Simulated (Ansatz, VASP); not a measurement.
# W (W wire along [110], 11 atoms a period) in two plane-wave programs

Wanted: the spread between two codes on one cell, functional and k mesh. The structure shown is the start of the Ansatz relaxation below; VASP solves that cell, so the two are compared at the walk's first step.

Main program and level: Ansatz 0.2.0; plane waves, with VASP 6.6.1 beside it; single point at PBE.

## 1. The structure

The cell holds 11 atoms: 11 W. Its edges and angles: a = 11.555 Å, b = 11.283 Å, c = 4.483 Å, α = 90.0°, β = 90.0°, γ = 90.0°. Vacuum lies along a and b. The structure's axis is c.

## 2. Ansatz: relaxation, PBE

Ansatz runs on its default PAW (the set named soft_2) files.

The two programs are compared at the cell with which this relaxation starts, whose forces are those of its first step.

input.yaml reads:

```yaml
crystal:
  lattice:
    - [11.555, 0.0, 0.0]
    - [0.0, 11.283, 0.0]
    - [0.0, 0.0, 4.4830569927]
  atoms:
    - { symbol: W, position: [0.294244916, 0.698666755, 0.0] }
    - { symbol: W, position: [0.431414972, 0.500002526, 0.0] }
    - { symbol: W, position: [0.568585028, 0.698666755, 0.0] }
    - { symbol: W, position: [0.705755084, 0.500002526, 0.0] }
    - { symbol: W, position: [0.294244916, 0.500002526, 0.5] }
    - { symbol: W, position: [0.431414972, 0.301338297, 0.5] }
    - { symbol: W, position: [0.431414972, 0.698666755, 0.5] }
    - { symbol: W, position: [0.568585028, 0.500002526, 0.5] }
    - { symbol: W, position: [0.705755084, 0.301338297, 0.5] }
    - { symbol: W, position: [0.705755084, 0.698666755, 0.5] }
    - { symbol: W, position: [0.568585028, 0.301338297, 0.0] }
kpoints:
  mp_grid: { grid: [1, 1, 18] }
scf:
  occupations: { method: fermi_dirac, width: 0.05 }
hamiltonian:
  xc: pbe
relax:
  cell: { fix: [a, b, alpha, beta, gamma] }
  max_steps: 60
```

Launch:

```console
$ ansatz run input.yaml --threads 8 --pin off --max-ram 16384MiB --backend cpu --events-out ev --progress --plain --runs-dir out
```

Numbers of over 12 decimals in the logs are rounded to 6 here.

Log:

```text
Engine: ansatz 0.2.0, aarch64-unknown-linux-gnu
Pseudopotentials: kind: paw
Pseudopotential: W, paw, valence charge 14, recommended cutoff 420 eV (normal), W.paw.azcp
Functional definition: PBE
  parameter kappa = 0.804
  parameter beta = 0.066725
  exchange = pbe_x(kappa = kappa, mu = beta*pi^2/3)
  correlation = pbe_c(beta = beta)
Crystal: 11 atoms, lattice volume = 584.479 Å³
Basis set: ecut = 420 eV, 11445 PW (Γ), exchange–correlation on 160×160×60 points (8 copies of the dense FFT grid, shifted against one another)
Bands: 93, of which v1, the nominal top of the filled ones, is band 77 counted from 1 (76 counted from 0)
Symmetry: 2 space group operations
Space group: Pm (ITA 6), of the structure as read, at distance tolerance 8.4e-5 Å
k-points: 10 of 18
Non-local potential: W, projectors of the file, l = 0: 3, l = 1: 2, l = 2: 2, l = 3: 1
PAW form: soft (Blöchl's): semilocal exchange-correlation on the pseudo side does not see the compensation charge
PAW one-centre angular grid: W, 590 points (default); XC on 64 Gauss nodes
Initial density: superposition of atomic densities (neutral atoms: chi_scale 0, normalization atom), corrected by the library's trained network
Initial wavefunctions: pseudopotential atomic-orbital guess
Functional: x = pbe(κ = 0.804, μ = 0.219515), c = pbe(β = 0.066725)
SCF iter   1: F=—  HF=-114207.098956 eV  |F-HF|=—  |Δ(HF+E_count)|=         —  Δρ=9.51e-3  dr2=2.96e0  ethr=1.77e-3  ⟨swp⟩=9.6  Hψ=4224  notcnv=0
preconditioner: auto → LDOS  [metal: Δε(μ)=0.045 eV  Ē_g=3.375 eV  σ=0.050 eV  W_gap=0.21  n_scr=104 (ndim 8)  ℏωp=12.5 eV  f_vac=0.485  D(μ)=14.18/eV (n_scr^D=94)  β→1.0]
SCF iter   2: F=—  HF=-114207.029388 eV  |F-HF|=—  |Δ(HF+E_count)|=   6.96e-2  Δρ=6.36e-3  dr2=9.42e-1  ethr=1.77e-3  ⟨swp⟩=3.2  Hψ=1406  notcnv=0  defer=1
SCF iter   3: F=—  HF=-114206.965237 eV  |F-HF|=—  |Δ(HF+E_count)|=   6.42e-2  Δρ=1.88e-3  dr2=1.04e-1  ethr=6.11e-4  ⟨swp⟩=2.2  Hψ=1411  notcnv=0  defer=1
SCF iter   4: F=—  HF=-114206.960100 eV  |F-HF|=—  |Δ(HF+E_count)|=   5.14e-3  Δρ=5.19e-4  dr2=7.94e-3  ethr=6.74e-5  ⟨swp⟩=2.0  Hψ=1273  notcnv=0  defer=1
SCF iter   5: F=—  HF=-114206.959823 eV  |F-HF|=—  |Δ(HF+E_count)|=   2.78e-4  Δρ=2.00e-4  dr2=6.78e-4  ethr=5.16e-6  ⟨swp⟩=2.0  Hψ=1262  notcnv=0  defer=1
SCF iter   6: F=—  HF=-114206.959836 eV  |F-HF|=—  |Δ(HF+E_count)|=   1.36e-5  Δρ=9.12e-5  dr2=1.65e-4  ethr=4.40e-7  ⟨swp⟩=2.3  Hψ=1285  notcnv=0  defer=1
SCF iter   7: F=—  HF=-114206.959838 eV  |F-HF|=—  |Δ(HF+E_count)|=   1.51e-6  Δρ=2.98e-5  dr2=1.45e-5  ethr=1.07e-7  ⟨swp⟩=2.0  Hψ=1269  notcnv=0  defer=1
SCF iter   8: F=—  HF=-114206.959425 eV  |F-HF|=—  |Δ(HF+E_count)|=   4.13e-4  Δρ=1.27e-5  dr2=2.06e-6  ethr=9.44e-9  ⟨swp⟩=2.5  Hψ=1289  notcnv=0  defer=1
SCF iter   9: F=—  HF=-114206.959425 eV  |F-HF|=—  |Δ(HF+E_count)|=   7.36e-7  Δρ=5.16e-6  dr2=3.17e-7  ethr=1.34e-9  ⟨swp⟩=2.6  Hψ=1282  notcnv=0  defer=1
SCF iter  10: F=-114206.959426 eV  HF=-114206.959426 eV  |F-HF|=3.52e-9  |Δ(HF+E_count)|=   1.34e-7  Δρ=1.67e-6  dr2=3.51e-8  ethr=6.49e-11  ⟨swp⟩=5.9  Hψ=3223  notcnv=0
SCF 1 converged in 10 iterations: F = -114206.959426 eV  dr2 = 3.51e-8
  greatest PAW one-centre occupation: 1.000 electrons in one spin orbital (limit 2), on the W atom at site 10 (counted from 0), in its partial waves of l = 0
relax step   1: F+E_penalty+E_count = -114206.95942555 eV  Δ(F+E_penalty+E_count) = +0.000e0 eV  max|allowed force component| = 2.995e0 eV/Å  Δτ_max = 0.0000 Å  P = -8.610 GPa  Ω = 584.479 Å³  fix = [a, b, alpha, beta, gamma]  reactions: a -7.744, b -7.953 GPa; gamma -0.212 GPa/rad  (10 SCF iters, dr2 threshold 1.00e-7 eV, accepted)
[...]
relax step  41: F+E_penalty+E_count = -114211.55214022 eV  Δ(F+E_penalty+E_count) = -3.166e-6 eV  max|allowed force component| = 1.506e-2 eV/Å  Δτ_max = 0.0110 Å  P = -0.428 GPa  Ω = 570.201 Å³  energy of the carried Pulay correction = +1.548e-3 eV  fix = [a, b, alpha, beta, gamma]  reactions: a -0.011, b -1.269 GPa; gamma -0.004 GPa/rad  (13 SCF iters, accepted)
[...]
relax step  42: F+E_penalty+E_count = -114211.55216342 eV  Δ(F+E_penalty+E_count) = -2.320e-5 eV  max|allowed force component| = 3.004e-3 eV/Å  Δτ_max = 0.0044 Å  P = -0.425 GPa  Ω = 570.188 Å³  energy of the carried Pulay correction = +1.549e-3 eV  fix = [a, b, alpha, beta, gamma]  reactions: a -0.007, b -1.265 GPa; gamma -0.006 GPa/rad  (8 SCF iters, dr2 threshold 1.42e-8 eV, accepted)
[...]
relax step  43: F+E_penalty+E_count = -114211.55049529 eV  Δ(F+E_penalty+E_count) = +1.668e-3 eV  max|allowed force component| = 2.919e-3 eV/Å  Δτ_max = 0.0000 Å  P = -0.423 GPa  Ω = 570.188 Å³  fix = [a, b, alpha, beta, gamma]  reactions: a -0.004, b -1.262 GPa; gamma -0.006 GPa/rad  stress off target by 2.71e-3 GPa on what of the cell is left free  SCF on the basis re-selected at this cell (its energy is not comparable with the rows above)  (7 SCF iters)
basis re-selected at this cell: Δ(F+E_penalty+E_count) = +1.668e-3 eV, ΔP = +0.002 GPa vs the last step (what re-selecting the basis moved, of the pressure what is left beyond the Pulay correction that the steps carried, after the strain that the cell walked since its last selection, with what the two solves' SCF thresholds leave and, on support functions, any second-order correction that the steps lacked; it is no m [...]
SCF converged after 7 iterations
Free energy (F): -114211.550495 eV
Harris-Foulkes:  -114211.550495 eV  (|F-HF|=4.37e-11)
Internal energy: -114211.496990 eV  (E = F + TS)
E sigma→0 (E₀):  -114211.523743 eV
Entropy (-TS):   -0.053505 eV (-4.864 meV/atom)
Fermi energy:    4.241903 eV
--- Per-component energies (eV) ---
  E_band       = -3655.863817
  E_kinetic    = 4925.395769
  E_local      = -52939.086557  (includes V_loc(G=0)·N_el)
  E_nonlocal   = 36.821497
  E_hartree    = 24147.198478
  E_xc         = -2912.113972
  E_vxc        = -2594.744419  (∫ρ·V_xc dr)
  E_paw        = -94192.461149  (= ΣΔE_a)
  E_vpaw       = -1378.647081  (= ΣTr[D̂ρ^β])
  E_aug_tail   = -0.000648  (compensation charges beyond the density's cutoff)
  E_ewald      = 6722.749593
  E_smearing   = -0.053505  (= −TS)
  E_closure    = -0.000000  (closes the sum)
  Σ components = -114211.550495   (vs F -114211.550495, Δ=0.00e0)
--- Forces (eV/Å), atoms counted from 1 ---
  atom   1  W     -0.00205150     0.00135375    -0.00000000
  atom   2  W      0.00017885    -0.00141950     0.00000000
  atom   3  W      0.00122613    -0.00054588     0.00000000
  atom   4  W     -0.00054557     0.00022180    -0.00000000
  atom   5  W      0.00131215     0.00078903     0.00000000
  atom   6  W      0.00017118    -0.00000740     0.00000000
  atom   7  W     -0.00291928     0.00038134    -0.00000000
  atom   8  W     -0.00048267     0.00070056    -0.00000000
  atom   9  W     -0.00018573     0.00040057    -0.00000000
  atom  10  W      0.00260156    -0.00239602     0.00000000
  atom  11  W      0.00069060     0.00053019     0.00000000
  max |Σ_I F_I| component: 8.44e-6 eV/Å
--- Stress (GPa, compression-positive) ---
       -0.004361       0.006051      -0.000000
        0.006051      -1.262112       0.000000
       -0.000000       0.000000      -0.002712
  P = ⅓ Tr σ = -0.4231 GPa (-4.231 kbar)
--- Relaxed structure (42 steps of the walk, 37 accepted, 1 SCFs on fresh bases) ---
  F+E_penalty+E_count = -114211.55049529 eV   max|allowed force component| = 2.919e-3 eV/Å   (the final SCF, on the basis selected at the relaxed cell)
  cell:  # Å, volume = 570.1880 Å³
    - [11.555, 0, 0]
    - [0, 11.283, 0]
    - [0, 0, 4.373443]
  atoms:
    - { symbol: W, position: [0.408914, 0.756617, 0] }
    - { symbol: W, position: [0.438095, 0.482824, 0.0] }
    - { symbol: W, position: [0.597649, 0.660367, 0] }
    - { symbol: W, position: [0.637736, 0.350516, 0.0] }
    - { symbol: W, position: [0.414413, 0.622326, 0.5] }
    - { symbol: W, position: [0.378006, 0.359245, 0.5] }
    - { symbol: W, position: [0.528084, 0.818659, 0.5] }
    - { symbol: W, position: [0.592751, 0.477987, 0.5] }
    - { symbol: W, position: [0.567314, 0.241670, 0.5] }
    - { symbol: W, position: [0.700568, 0.684845, 0.5] }
    - { symbol: W, position: [0.442225, 0.243635, 0] }
```

## 3. VASP: single point, PBE, start cell

The same cell, functional, mesh and smearing now go to VASP, with its own data sets.

Lines of VASP's logs that name or quote its potential files are left out, and so is its time.

INCAR reads:

```
SYSTEM = W
PREC = Accurate
ENCUT = 520
EDIFF = 1E-06
NELM = 120
ISMEAR = -1
SIGMA = 0.05
LREAL = .FALSE.
ALGO = Normal
GGA = PE
NBANDS = 44
LASPH = .TRUE.
LORBIT = 11
LWAVE = .FALSE.
LCHARG = .FALSE.
ISIF = 2
GGA_COMPAT = .FALSE.
KPAR = 2
```

POSCAR reads:

```
W
1.0
   11.5550000000      0.0000000000      0.0000000000
    0.0000000000     11.2830000000      0.0000000000
    0.0000000000      0.0000000000      4.4830570000
W
11
Direct
    0.2942449156      0.6986667553      0.0000000000
    0.4314149719      0.5000025702      0.0000000000
    0.5685850281      0.6986667553      0.0000000000
    0.7057550844      0.5000025702      0.0000000000
    0.2942449156      0.5000025702      0.4999998885
    0.4314149719      0.3013382966      0.4999998885
    0.4314149719      0.6986667553      0.4999998885
    0.5685850281      0.5000025702      0.4999998885
    0.7057550844      0.3013382966      0.4999998885
    0.7057550844      0.6986667553      0.4999998885
    0.5685850281      0.3013382966      0.0000000000
```

KPOINTS reads:

```
Automatic mesh
0
Gamma
1 1 18
0 0 0
```

Potentials, in the order of the species: W (PBE family, release 64).

Launch:

```console
$ mpirun -np 2 vasp_std
```

Log:

```text
[banner, memory and clock lines left out]
running    2 mpi-ranks, on    1 nodes
 distrk:  each k-point on    1 cores,    2 groups
 distr:  one band on    1 cores,    1 groups

 POSCAR found type information on POSCAR W
 POSCAR found :  1 types and      11 ions
 LDA part: xc-table for (Slater+PW92), standard interpolation
 POSCAR, INCAR and KPOINTS ok, starting setup
 FFT: planning ... GRIDC
 FFT: planning ... GRID_SOFT
 FFT: planning ... GRID
 WAVECAR not read
 entering main loop
       N       E                     dE             d eps       ncg     rms          rms(c)
DAV:   1     0.277209702124E+03    0.27721E+03   -0.22664E+04   880   0.115E+03
DAV:   2    -0.716700070283E+02   -0.34888E+03   -0.31974E+03  1216   0.211E+02
DAV:   3    -0.125064023529E+03   -0.53394E+02   -0.51079E+02  1232   0.789E+01
DAV:   4    -0.129331482382E+03   -0.42675E+01   -0.41526E+01  1472   0.200E+01
DAV:   5    -0.129556375222E+03   -0.22489E+00   -0.22145E+00  1448   0.426E+00    0.475E+01
DAV:   6    -0.123797581493E+03    0.57588E+01   -0.10410E+02  1528   0.260E+01    0.256E+01
DAV:   7    -0.124774406700E+03   -0.97683E+00   -0.14436E+02  1552   0.375E+01    0.174E+01
DAV:   8    -0.117117433679E+03    0.76570E+01   -0.46139E+01  1528   0.214E+01    0.573E+00
DAV:   9    -0.116765876508E+03    0.35156E+00   -0.48004E+00  1528   0.756E+00    0.295E+00
DAV:  10    -0.116752528582E+03    0.13348E-01   -0.93293E-01  1576   0.350E+00    0.211E+00
DAV:  11    -0.116718301979E+03    0.34227E-01   -0.17698E-01  1568   0.167E+00    0.134E+00
DAV:  12    -0.116712955037E+03    0.53469E-02   -0.16195E-01  1544   0.129E+00    0.910E-01
DAV:  13    -0.116706954555E+03    0.60005E-02   -0.93472E-02  1584   0.106E+00    0.576E-01
DAV:  14    -0.116704597130E+03    0.23574E-02   -0.55129E-02  1552   0.703E-01    0.389E-01
[...]
DAV:  20    -0.116708870493E+03   -0.10924E-02   -0.74448E-04  1344   0.104E-01    0.565E-02
DAV:  21    -0.116709241200E+03   -0.37071E-03   -0.33626E-04  1424   0.731E-02    0.391E-02
DAV:  22    -0.116709418233E+03   -0.17703E-03   -0.20904E-04  1480   0.500E-02    0.165E-02
DAV:  23    -0.116709534798E+03   -0.11657E-03   -0.58840E-05  1112   0.345E-02    0.870E-03
DAV:  24    -0.116709556909E+03   -0.22111E-04   -0.27976E-05  1144   0.222E-02    0.738E-03
DAV:  25    -0.116709558769E+03   -0.18599E-05   -0.75903E-06   872   0.119E-02    0.316E-03
DAV:  26    -0.116709559878E+03   -0.11089E-05   -0.34151E-06   912   0.626E-03    0.233E-03
DAV:  27    -0.116709560162E+03   -0.28373E-06   -0.61327E-07   784   0.334E-03
   1 F= -.11670956E+03 E0= -.11664098E+03  d E =-.137169E+00
```

(Continued in part 2 of 2.)

[Lines on the potential files, build, host, timing and source positions are cut from VASP's logs without a mark.]

[Logs are printed without paths, hosts, clocks, repeated set-up lines and the standing remarks that a program may print on its own settings, such as how far it seeks lower states.]

[Hosts, paths, dates, database ids (printed as entryN), source tags and the programs' standing remarks are cut or masked in the printed files.]
